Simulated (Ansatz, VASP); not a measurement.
# SnO (Romarchite): VASP beside Ansatz

One calculation is typed for both programs; each brings its own data sets. How far apart do they land? The two relaxations start from unlike cells of this crystal (the structure described is Ansatz's start), so only their ends are compared.

Program: Ansatz 0.2.0. Level of theory: plane waves, with VASP 6.6.1 beside it; relaxation of cell and atoms at PBE. Results are calculated unless marked as measured.

**1. Starting point**

It takes space group P4/nmm (No. 129, tetragonal). The conventional cell has a = 3.806 Å, b = 3.806 Å, c = 4.751 Å, α = 90.00°, β = 90.00°, γ = 90.00°. Sn has 4 O at 2.22 Å nearest. Nearest to O lie 4 Sn at 2.22 Å. Farther neighbours and most contacts between anions are not listed.

Coordinates:

```cif
data_structure
_symmetry_space_group_name_H-M 'P 1'
_symmetry_Int_Tables_number 1
_cell_length_a 3.8057
_cell_length_b 3.8057
_cell_length_c 4.7512
_cell_angle_alpha 90.000
_cell_angle_beta 90.000
_cell_angle_gamma 90.000
_cell_volume 68.81
loop_
_atom_site_label
_atom_site_type_symbol
_atom_site_fract_x
_atom_site_fract_y
_atom_site_fract_z
_atom_site_occupancy
Sn1 Sn 0.50000 0.00000 0.24248 1
Sn2 Sn 0.00000 0.50000 0.75752 1
O3 O 0.00000 0.00000 0.00000 1
O4 O 0.50000 0.50000 0.00000 1
```

**2. VASP: relaxation of cell and atoms, PBE**

The relaxed volume is the usual yardstick between codes: in a stiff, nearly cubic crystal its relative difference is about their pressure difference at one cell divided by the bulk modulus.

Lines of VASP's logs that name or quote its potential files are left out, and so is its time.

INCAR reads:

```
SYSTEM = SnO
PREC = Accurate
ENCUT = 600
EDIFF = 1E-07
NELM = 120
ISMEAR = 1
SIGMA = 0.2
LREAL = .FALSE.
ALGO = Normal
GGA = PE
NBANDS = 26
LORBIT = 11
LWAVE = .FALSE.
LCHARG = .FALSE.
ISIF = 3
IBRION = 2
NSW = 80
EDIFFG = -0.005
LASPH = .TRUE.
GGA_COMPAT = .FALSE.
NELMIN = 4
EFERMI = MIDGAP
KPAR = 2
```

POSCAR reads:

```
SnO
1.0
    3.8687262200      0.0000000000      0.0000000000
    0.0000000000      3.8687262200      0.0000000000
    0.0000000000      0.0000000000      5.0313880232
Sn O
2 2
Direct
    0.5000000000      0.0000000000      0.2310440961
    0.0000000000      0.5000000000      0.7689559039
    0.0000000000      0.0000000000      0.0000000000
    0.5000000000      0.5000000000      0.0000000000
```

KPOINTS reads:

```
Automatic mesh
0
Gamma
12 12 10
0 0 0
```

Potentials, in the order of the species: Sn_d and O (PBE family, release 64).

The run is started by

```console
$ mpirun -np 2 vasp_std
```

Numbers of over 12 decimals in the logs are rounded to 6 here.

The program printed:

```text
[banner, memory and clock lines left out]
running    2 mpi-ranks, on    1 nodes
 distrk:  each k-point on    1 cores,    2 groups
 distr:  one band on    1 cores,    1 groups

 POSCAR found type information on POSCAR SnO
 POSCAR found :  2 types and       4 ions
 LDA part: xc-table for (Slater+PW92), standard interpolation
 POSCAR, INCAR and KPOINTS ok, starting setup
 FFT: planning ... GRIDC
 FFT: planning ... GRID_SOFT
 FFT: planning ... GRID
 WAVECAR not read
 entering main loop
       N       E                     dE             d eps       ncg     rms          rms(c)
DAV:   1     0.425232301046E+03    0.42523E+03   -0.21924E+04  8832   0.250E+03
DAV:   2     0.390404181551E+02   -0.38619E+03   -0.37516E+03  9226   0.568E+02
DAV:   3    -0.232626520934E+02   -0.62303E+02   -0.61105E+02 10034   0.194E+02
DAV:   4    -0.264693531449E+02   -0.32067E+01   -0.31836E+01 10284   0.460E+01
DAV:   5    -0.265430342069E+02   -0.73681E-01   -0.73168E-01 10238   0.750E+00    0.117E+01
DAV:   6    -0.227776146561E+02    0.37654E+01   -0.20086E+01 14320   0.493E+01    0.506E+00
DAV:   7    -0.227507425451E+02    0.26872E-01   -0.23562E+00 10266   0.950E+00    0.255E+00
DAV:   8    -0.227402044448E+02    0.10538E-01   -0.38910E-01 11694   0.434E+00    0.868E-01
DAV:   9    -0.227288267136E+02    0.11378E-01   -0.76808E-02 13706   0.269E+00    0.262E-01
DAV:  10    -0.227307254231E+02   -0.18987E-02   -0.12271E-02 12692   0.991E-01    0.196E-01
DAV:  11    -0.227299787016E+02    0.74672E-03   -0.40020E-03 13402   0.578E-01    0.274E-02
DAV:  12    -0.227300393059E+02   -0.60604E-04   -0.49644E-04  9068   0.132E-01    0.419E-02
DAV:  13    -0.227300333611E+02    0.59448E-05   -0.65258E-05 13440   0.807E-02    0.500E-03
DAV:  14    -0.227300335161E+02   -0.15501E-06   -0.64604E-06 10222   0.175E-02    0.601E-03
DAV:  15    -0.227300335681E+02   -0.52038E-07   -0.35486E-07  9676   0.543E-03
   1 F= -.22730034E+02 E0= -.22730303E+02  d E =-.227300E+02
 curvature:   0.00 expect dE= 0.000E+00 dE for cont linesearch  0.000E+00
 trial: gam= 0.00000 g(F)=  0.254E-05 g(S)=  0.178E-04 ort = 0.000E+00 (trialstep = 0.100E+01)
 search vector abs. value=  0.204E-04
 bond charge predicted
       N       E                     dE             d eps       ncg     rms          rms(c)
DAV:   1    -0.227302246756E+02   -0.19116E-03   -0.52435E-03 11360   0.103E+00    0.924E-02
DAV:   2    -0.227300699642E+02    0.15471E-03   -0.66105E-04 11664   0.262E-01    0.327E-02
DAV:   3    -0.227300418926E+02    0.28072E-04   -0.64691E-05 10638   0.149E-01    0.147E-02
DAV:   4    -0.227300374316E+02    0.44610E-05   -0.21208E-05 13042   0.715E-02    0.410E-03
DAV:   5    -0.227300386245E+02   -0.11929E-05   -0.45994E-06 11816   0.223E-02    0.214E-03
DAV:   6    -0.227300387945E+02   -0.17004E-06   -0.30669E-07  6266   0.626E-03    0.784E-04
DAV:   7    -0.227300388630E+02   -0.68463E-07   -0.10982E-07  5066   0.313E-03
   2 F= -.22730039E+02 E0= -.22730308E+02  d E =-.529486E-05
 trial-energy change:   -0.000005  1 .order   -0.000004   -0.000020    0.000012
 step:   0.6744(harm=  0.6311)  dis= 0.00017  next Energy=   -22.730041 (dE=-0.720E-05)
 bond charge predicted
       N       E                     dE             d eps       ncg     rms          rms(c)
DAV:   1    -0.227300610480E+02   -0.22253E-04   -0.55509E-04 11254   0.338E-01    0.299E-02
DAV:   2    -0.227300455619E+02    0.15486E-04   -0.69180E-05 11598   0.856E-02    0.107E-02
DAV:   3    -0.227300426175E+02    0.29443E-05   -0.68598E-06 10618   0.485E-02    0.475E-03
DAV:   4    -0.227300415242E+02    0.10934E-05   -0.22062E-06 12858   0.229E-02    0.134E-03
DAV:   5    -0.227300410548E+02    0.46937E-06   -0.44873E-07  7776   0.719E-03    0.619E-04
DAV:   6    -0.227300409626E+02    0.92209E-07   -0.36221E-08  4452   0.236E-03
   3 F= -.22730041E+02 E0= -.22730310E+02  d E =-.739448E-05
 curvature:  -0.31 expect dE=-0.105E-05 dE for cont linesearch -0.739E-07
 trial: gam= 0.27339 g(F)=  0.121E-05 g(S)=  0.216E-05 ort =-0.220E-05 (trialstep = 0.935E+00)
 search vector abs. value=  0.369E-05
 reached required accuracy - stopping structural energy minimisation
```

From OUTCAR (step 2):

```text
ion  position               nearest neighbor table
   1  0.500  0.000  0.231-   3 2.26   4 2.26   4 2.26   3 2.26   2 3.59   2 3.59   2 3.59   2 3.59

  LATTYP: Found a simple tetragonal cell.
 ALAT       =     3.8687262200
 C/A-ratio  =     1.3005283230

 Subroutine GETGRP returns: Found 16 space group operations
 (whereof  8 operations were pure point group operations)

The static configuration has the point symmetry D_2d.
 The point group associated with its full space group is D_4h.

 Found    168 irreducible k-points:

   k-points           NKPTS =    168   k-points in BZ     NKDIM =    168   number of bands    NBANDS=     26

   dimension x,y,z NGX =    32 NGY =   32 NGZ =   40
   dimension x,y,z NGXF=    64 NGYF=   64 NGZF=   80

   ENCUT  =  600.0 eV  44.10 Ry    6.64 a.u.   7.73  7.73 10.05*2*pi/ulx,y,z

   NELECT =      40.0000    total number of electrons

 k-points in reciprocal lattice and weights: Automatic mesh
   0.00000000  0.00000000  0.00000000       0.001
   0.08333333  0.00000000  0.00000000       0.003
   0.16666667  0.00000000  0.00000000       0.003
   0.25000000  0.00000000  0.00000000       0.003
   0.33333333  0.00000000  0.00000000       0.003
   0.41666667  0.00000000  0.00000000       0.003
   0.50000000  0.00000000  0.00000000       0.001
   0.08333333  0.08333333  0.00000000       0.003
   0.16666667  0.08333333  0.00000000       0.006
[...]
0.50000000  0.41666667  0.50000000       0.003
   0.50000000  0.50000000  0.50000000       0.001

 average (electrostatic) potential at core
       1-100.7458       2-100.7458       3 -69.5054       4 -69.5054

 E-fermi :   6.3045

 k-point     1 :       0.0000    0.0000    0.0000
  band No.  band energies     occupation
    ...
     16       0.3965      2.00000
     17       3.0602      2.00000
     18       3.3392      2.00000
     19       3.3392      2.00000
     20       6.2143      1.68427
     21       8.1487     -0.00000
     22      10.3634      0.00000
     23      11.0684      0.00000
     24      11.0684      0.00000
     25      11.7689      0.00000
    ...

 k-point     2 :       0.0833    0.0000    0.0000
  band No.  band energies     occupation
    ...
     16       0.4398      2.00000
     17       2.9522      2.00000
     18       3.2796      2.00000
     19       3.2817      2.00000
     20       6.2172      1.66690
     21       8.3588     -0.00000
     22      10.2058     -0.00000
     23      10.8283      0.00000
     24      11.1090      0.00000
     25      11.5713      0.00000
    ...

 k-point     3 :       0.1667    0.0000    0.0000
  band No.  band energies     occupation
    ...
     16       0.5679      2.00000
     17       2.7032      2.00000
     18       3.1076      2.00000
     19       3.1443      2.00000
     20       6.1433      1.98314
     21       8.8886     -0.00000
     22       9.5863     -0.00000
     23      10.9607      0.00000
     24      11.1445      0.00000
     25      11.2280      0.00000
    ...

  Total       -0.0009917     -0.0009917      0.0133235      0.0000000      0.0000000      0.0000000
  in kB       -0.0211089     -0.0211089      0.2836081      0.0000000      0.0000000      0.0000000
  external PRESSURE =       0.0804634 kB  Pullay stress =       0.0000000 kB

  energy-cutoff  :      600.00
  volume of cell :       75.27
      direct lattice vectors                 reciprocal lattice vectors
     3.867883793  0.000000000  0.000000000     0.258539308  0.000000000  0.000000000
     0.000000000  3.867883793  0.000000000     0.000000000  0.258539308  0.000000000
     0.000000000  0.000000000  5.031110232     0.000000000  0.000000000  0.198763286

 POSITION                                       TOTAL-FORCE (eV/Angst)
 -----------------------------------------------------------------------------------
      1.93394      0.00000      1.16224        -0.000000     -0.000000      0.003537
      0.00000      1.93394      3.86887         0.000000     -0.000000     -0.003537
      0.00000      0.00000      0.00000        -0.000000     -0.000000      0.000000
      1.93394      1.93394      0.00000         0.000000      0.000000      0.000000
 -----------------------------------------------------------------------------------
    total drift:                                0.000000     -0.000000     -0.000000

  FREE ENERGIE OF THE ION-ELECTRON SYSTEM (eV)
  ---------------------------------------------------
  free  energy   TOTEN  =       -22.7300409626 eV

  energy  without entropy=      -22.7308477542  energy(sigma->0) =      -22.73030989

 reached required accuracy - stopping structural energy minimisation

 total charge
# of ion       s       p       d       tot
------------------------------------------
    1        1.267   0.755  10.059  12.081
    2        1.267   0.755  10.059  12.081
    3        1.573   3.419   0.000   4.992
    4        1.573   3.419   0.000   4.992
--------------------------------------------------
tot          5.679   8.349  20.119  34.146

[... 3 further parts left out ...]
```

Methfessel-Paxton smearing is not meant for a cell with a gap. The run keeps the 16 symmetry operations of its start, so it cannot find a distortion of lower symmetry.

**3. Ansatz: relaxation of cell and atoms, PBE**

Ansatz runs on its default PAW (the set named soft_2) files.

Its own start cell and the same functional, mesh and smearing now go to Ansatz, which takes its cutoff from its data sets.

input.yaml reads:

```yaml
crystal:
  lattice:
    - [3.8056675152, 0.0, 0.0]
    - [0.0, 3.8056675152, 0.0]
    - [0.0, 0.0, 4.7512070704]
  atoms:
    - { symbol: Sn, position: [0.5, 0.0, 0.2424769365] }
    - { symbol: Sn, position: [0.0, 0.5, 0.7575230635] }
    - { symbol: O, position: [0.0, 0.0, 0.0] }
    - { symbol: O, position: [0.5, 0.5, 0.0] }
kpoints:
  mp_grid: { grid: [12, 12, 10] }
hamiltonian:
  xc: pbe
scf:
  occupations: { method: methfessel_paxton, width: 0.2 }
output:
  forces: true
  stress: true
  eigenvalues: true
relax:
  adjacent_minimum: "off"
  f_tol: 0.001
  max_steps: 60
  cell: { stress_tol: 0.01 }
```

The run is started by

```console
$ ansatz run input.yaml --threads 4 --pin off --max-ram 16384MiB --backend cpu --events-out ev --progress --plain --runs-dir out
```

The program printed:

```text
Engine: ansatz 0.2.0, aarch64-unknown-linux-gnu
Pseudopotentials: kind: paw
Pseudopotential: Sn, paw, valence charge 14, recommended cutoff 420 eV (normal), Sn.paw.azcp
Pseudopotential: O, paw, valence charge 6, recommended cutoff 420 eV (normal), O.paw.azcp
Functional definition: PBE
  parameter kappa = 0.804
  parameter beta = 0.066725
  exchange = pbe_x(kappa = kappa, mu = beta*pi^2/3)
  correlation = pbe_c(beta = beta)
Crystal: 4 atoms, lattice volume = 68.812 Å³
Basis set: ecut = 420 eV, 1335 PW (Γ), exchange–correlation on 54×54×64 points (8 copies of the dense FFT grid, shifted against one another)
Bands: 24, of which v1, the nominal top of the filled ones, is band 20 counted from 1 (19 counted from 0)
Symmetry: 16 space group operations
Space group: P4/nmm (ITA 129), of the structure as read, at distance tolerance 4.1e-5 Å
k-points: 168 of 1440
Non-local potential: Sn, projectors of the file, l = 0: 2, l = 1: 2, l = 2: 2, l = 3: 2
Non-local potential: O, projectors of the file, l = 0: 2, l = 1: 2, l = 2: 1
PAW form: soft (Blöchl's): semilocal exchange-correlation on the pseudo side does not see the compensation charge
PAW one-centre angular grid: Sn, 590 points (default); XC on 64 Gauss nodes
PAW one-centre angular grid: O, 110 points (default); XC on 64 Gauss nodes
Initial density: superposition of atomic densities (neutral atoms: chi_scale 0, normalization atom), corrected by the library's trained network
Initial wavefunctions: pseudopotential atomic-orbital guess
Functional: x = pbe(κ = 0.804, μ = 0.219515), c = pbe(β = 0.066725)
SCF iter   1: F=—  HF=-13183.342251 eV  |F-HF|=—  |Δ(HF+E_count)|=         —  Δρ=1.72e-3  dr2=9.35e-4  ethr=1.77e-3  ⟨swp⟩=5.3  Hψ=17755  notcnv=0
preconditioner: auto → Kerker (q_TF=auto, 2.492 Å⁻¹)  [metal: Δε(μ)=0.083 eV  Ē_g=18.152 eV  σ=0.200 eV  W_gap=0.34  n_scr=18 (ndim 8)  ℏωp=28.3 eV  f_vac=0.013  D(μ)=0.15/eV (n_scr^D=0)]
SCF iter   2: F=—  HF=-13183.342042 eV  |F-HF|=—  |Δ(HF+E_count)|=   2.09e-4  S|Δr|=    0.00e0  Δρ=1.02e-3  dr2=5.81e-4  ethr=2.34e-6  ⟨swp⟩=2.1  Hψ=8739  notcnv=0
SCF iter   3: F=—  HF=-13183.342342 eV  |F-HF|=—  |Δ(HF+E_count)|=   3.00e-4  S|Δr|=    0.00e0  Δρ=5.19e-4  dr2=1.34e-4  ethr=1.45e-6  ⟨swp⟩=3.0  Hψ=7448  notcnv=0
SCF iter   4: F=—  HF=-13183.342359 eV  |F-HF|=—  |Δ(HF+E_count)|=   1.73e-5  S|Δr|=    0.00e0  Δρ=1.66e-4  dr2=1.84e-5  ethr=3.36e-7  ⟨swp⟩=2.0  Hψ=5415  notcnv=0
SCF iter   5: F=—  HF=-13183.342340 eV  |F-HF|=—  |Δ(HF+E_count)|=   1.90e-5  S|Δr|=    0.00e0  Δρ=7.83e-5  dr2=4.85e-6  ethr=4.59e-8  ⟨swp⟩=2.0  Hψ=7293  notcnv=0
SCF iter   6: F=—  HF=-13183.342341 eV  |F-HF|=—  |Δ(HF+E_count)|=   1.37e-6  S|Δr|=    0.00e0  Δρ=2.78e-5  dr2=6.77e-7  ethr=1.21e-8  ⟨swp⟩=2.0  Hψ=5371  notcnv=0
SCF iter   7: F=-13183.342342 eV  HF=-13183.342342 eV  |F-HF|=1.89e-8  |Δ(HF+E_count)|=   3.28e-7  S|Δr|=    0.00e0  Δρ=8.62e-6  dr2=6.68e-8  ethr=2.50e-10  ⟨swp⟩=3.8  Hψ=16968  notcnv=0
SCF 1 converged in 7 iterations: F = -13183.342342 eV  dr2 = 6.68e-8
  greatest PAW one-centre occupation: 0.994 electrons in one spin orbital (limit 2), on the Sn atom at site 1 (counted from 0), in its partial waves of l = 2
relax step   1: F+E_penalty+E_count = -13183.34234159 eV  Δ(F+E_penalty+E_count) = +0.000e0 eV  max|allowed force component| = 2.823e-1 eV/Å  Δτ_max = 0.0000 Å  P = +4.336 GPa  Ω = 68.812 Å³  (7 SCF iters, dr2 threshold 1.00e-7 eV, accepted)
[...]
relax step  16: F+E_penalty+E_count = -13183.40520052 eV  Δ(F+E_penalty+E_count) = -8.207e-4 eV  max|allowed force component| = 4.852e-5 eV/Å  Δτ_max = 0.0000 Å  P = +0.003 GPa  Ω = 75.850 Å³  stress off target by 1.95e-2 GPa  SCF on the basis re-selected at this cell (its energy is not comparable with the rows above)  (6 SCF iters)
[...]
relax step  17: F+E_penalty+E_count = -13183.40508991 eV  Δ(F+E_penalty+E_count) = +1.106e-4 eV  max|allowed force component| = 1.571e-4 eV/Å  Δτ_max = 0.0006 Å  P = +0.001 GPa  Ω = 75.895 Å³  energy of the carried Pulay correction = -1.145e-4 eV  (5 SCF iters, dr2 threshold 9.47e-10 eV, accepted)
[...]
relax step  18: F+E_penalty+E_count = -13183.40519022 eV  Δ(F+E_penalty+E_count) = -1.003e-4 eV  max|allowed force component| = 1.147e-4 eV/Å  Δτ_max = 0.0000 Å  P = +0.001 GPa  Ω = 75.895 Å³  stress off target by 7.04e-3 GPa  SCF on the basis re-selected at this cell (its energy is not comparable with the rows above)  (7 SCF iters)
basis re-selected at this cell: Δ(F+E_penalty+E_count) = -1.003e-4 eV, ΔP = +0.000 GPa vs the last step (what re-selecting the basis moved, of the pressure what is left beyond the Pulay correction that the steps carried, after the strain that the cell walked since its last selection, with what the two solves' SCF thresholds leave and, on support functions, any second-order correction that the steps lacked; it is no m [...]
SCF converged after 7 iterations
Stability not checked: this state was not tested for a lower state beside it, because cold or Methfessel-Paxton smearing, or corrected tetrahedra, fill the levels in a way that the test cannot read (fill_not_monotonic; see scf.lower_state_search)
Free energy (F): -13183.405190 eV
Harris-Foulkes:  -13183.405190 eV  (|F-HF|=1.82e-12)
Internal energy: -13183.405469 eV  (E = F + TS)
E sigma→0 (E₀):  -13183.405260 eV
Entropy (-TS):   0.000279 eV (0.070 meV/atom)
Fermi energy:    9.106003 eV
Step filling:    the computed levels leave a gap of 0.5029 eV = 2.5 smearing widths at the electron count; against every level under it full and every level over it empty, smearing changes F+E_penalty+E_count by +0.057 meV and its σ→0 estimate by -0.013 meV
--- Per-component energies (eV) ---
  E_band       = -223.477548
  E_kinetic    = 721.713791
  E_local      = -2900.804034  (includes V_loc(G=0)·N_el)
  E_nonlocal   = 31.769884
  E_hartree    = 1542.083604
  E_xc         = -912.424587
  E_vxc        = -379.783595  (∫ρ·V_xc dr)
  E_paw        = -8588.029946  (= ΣΔE_a)
  E_vpaw       = -780.545543  (= ΣTr[D̂ρ^β])
  E_aug_tail   = 0.004754  (compensation charges beyond the density's cutoff)
  E_ewald      = -3077.718934
  E_smearing   = 0.000279  (= −TS)
  E_closure    = 0.000000  (closes the sum)
  Σ components = -13183.405190   (vs F -13183.405190, Δ=0.00e0)
--- Forces (eV/Å), atoms counted from 1 ---
  atom   1  Sn     0.00000000     0.00000000     0.00011475
  atom   2  Sn     0.00000000     0.00000000    -0.00011475
  atom   3  O      0.00000000     0.00000000    -0.00000000
  atom   4  O      0.00000000     0.00000000     0.00000000
  max |Σ_I F_I| component: 1.36e-20 eV/Å
--- Stress (GPa, compression-positive) ---
       -0.002195       0.000000       0.000000
        0.000000      -0.002195       0.000000
        0.000000       0.000000       0.007035
  P = ⅓ Tr σ = 0.0009 GPa (0.009 kbar)
--- Band table (eV; the first three rows and the last of 168) ---
  k-point 0: bands = [... 16 lower, 5.5788, 5.8527, 5.8527, 8.7259, 10.6617, 12.8077, 13.6402, 13.6402]
  k-point 1: bands = [... 16 lower, 5.5739, 5.8515, 5.8515, 8.6209, 10.5853, 12.8661, 13.2554, 13.2554]
  k-point 2: bands = [... 16 lower, 5.5614, 5.8487, 5.8487, 8.2895, 10.4695, 12.7599, 12.7599, 12.8972]
  k-point 167: bands = [... 16 lower, 6.3650, 6.3650, 6.4932, 6.4932, 11.3312, 11.3312, 12.4686, 12.4686]
--- Relaxed structure (14 steps of the walk, 13 accepted, 4 SCFs on fresh bases) ---
  F+E_penalty+E_count = -13183.40519022 eV   max|allowed force component| = 1.147e-4 eV/Å   (the final SCF, on the basis selected at the relaxed cell)
  cell:  # Å, volume = 75.8952 Å³
    - [3.868189, 0, 0.0]
    - [0, 3.868189, 0.0]
    - [0.0, 0.0, 5.072228]
  atoms:
    - { symbol: Sn, position: [0.5, 0, 0.228534] }
    - { symbol: Sn, position: [0, 0.5, 0.771466] }
    - { symbol: O, position: [0, 0, 0] }
    - { symbol: O, position: [0.5, 0.5, 0] }
```

In the SCF lines HF is the Harris–Foulkes energy and dr2 the Hartree energy of the density residual, in eV; the loop may stop once dr2 is under the threshold and the program's other checks hold. Hψ counts applications of the Hamiltonian.

**4. Side by side**

Known differences besides the potentials themselves: the cutoff is 420 eV in Ansatz and 600 eV in VASP; Ansatz adds a Pulay correction to the stress that steers its cell, VASP none. Total energies have different zeros and are not compared.

Both answers:

```tsv
quantity	Ansatz	VASP	difference
volume (Å³)	75.90	75.27	+0.83 %
edge a after relaxation, in the typed setting (Å)	3.868	3.868	+0.01 %
edge c after relaxation, in the typed setting (Å)	5.072	5.031	+0.82 %
```

**5. Summary of results**

```json
{
 "difference in volume (relaxation of cell and atoms, PBE)": "0.83 %"
}
```

What this shows: The difference in volume is 0.83 % (relaxation of cell and atoms, PBE), within the 1.2 % picked in this series as the mark of a large difference, as far as the stopping tolerances let one tell. 1 further run of this series is not shown here. Such differences can come from data sets, numerical settings and the points named under the comparisons, not from the functional's error against experiment.

[Lines on the potential files, build, host, timing and source positions are cut from VASP's logs without a mark.]

[Logs are printed without paths, hosts, clocks, repeated set-up lines and the standing remarks that a program may print on its own settings, such as how far it seeks lower states.]

[Hosts, paths, dates, database ids (printed as entryN), source tags and the programs' standing remarks are cut or masked in the printed files.]
